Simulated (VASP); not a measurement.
An input for Ansatz (written as the equivalent of a VASP run, and not itself run):

Ansatz 0.2 input:
```yaml
crystal:
  lattice:
    - [4.2350000, 0.0000000, 0.0000000]
    - [0.0000000, 4.2350000, 0.0000000]
    - [0.0000000, 0.0000000, 4.2350000]
  atoms:
    - { symbol: V, position: [0.0000000, 0.0000000, 0.0000000] }
    - { symbol: V, position: [0.5000000, 0.5000000, 0.0000000] }
    - { symbol: V, position: [0.5000000, 0.0000000, 0.5000000] }
    - { symbol: N, position: [0.5000000, 0.5000000, 0.5000000] }
    - { symbol: N, position: [0.0000000, 0.0000000, 0.5000000] }
    - { symbol: N, position: [0.0000000, 0.5000000, 0.0000000] }
    - { symbol: N, position: [0.5000000, 0.0000000, 0.0000000] }
    - { symbol: Hf, position: [0.0000000, 0.5000000, 0.5000000] }
kpoints:
  mp_grid: { grid: [8, 8, 8] }
hamiltonian:
  xc: pbesol
  pseudopotentials: { kind: paw }
scf:
  occupations: { method: methfessel_paxton, width: 0.1 }
  max_iter: 100
relax:
  max_steps: 60
  f_tol: 0.01
  cell: {}
output: { forces: true, stress: true, eigenvalues: true }
```

**Question.** Write the VASP files for the same calculation (PBEsol).

**Answer.** Several could match; the one computed here: 
File KPOINTS:
```
Automatic mesh
0
gamma
 8 8 8
0 0 0
```

POSCAR:
```
HfV3N4
1
    4.2350000000     0.0000000000     0.0000000000
    0.0000000000     4.2350000000     0.0000000000
    0.0000000000     0.0000000000     4.2350000000
V N Hf
3 4 1
Direct
  0.0000000000   0.0000000000   0.0000000000
  0.5000000000   0.5000000000   0.0000000000
  0.5000000000   0.0000000000   0.5000000000
  0.5000000000   0.5000000000   0.5000000000
  0.0000000000   0.0000000000   0.5000000000
  0.0000000000   0.5000000000   0.0000000000
  0.5000000000   0.0000000000   0.0000000000
  0.0000000000   0.5000000000   0.5000000000
```

INCAR:
```
ALGO = Normal
EDIFF = 1E-6
EDIFFG = -0.01
ENCUT = 520
GGA = PS
IBRION = 2
ISIF = 3
ISMEAR = 1
LASPH = .TRUE.
LCHARG = .FALSE.
LMAXMIX = 6
LREAL = .FALSE.
LWAVE = .FALSE.
NELM = 100
NSW = 60
PREC = Accurate
SIGMA = 0.1
SYSTEM = HfV3N4
```

POTCAR, in this order: V_sv N Hf_pv (PBE.64 set). Program: vasp_std.

What does not carry over: each code has its own PAW files, so the cut-off isn't converted (ENCUT is set for VASP's; basis.ecutwfc is left out, and Ansatz then takes the one that its files recommend); Ansatz stops its SCF on the density residual and VASP on the energy change (EDIFF).

The structure was generated: HfV3N4 was put into an ordered model structure (Pm-3m), which need not be its known phase. This run relaxes it. Symmetry was kept, so distortions that lower it aren't found.
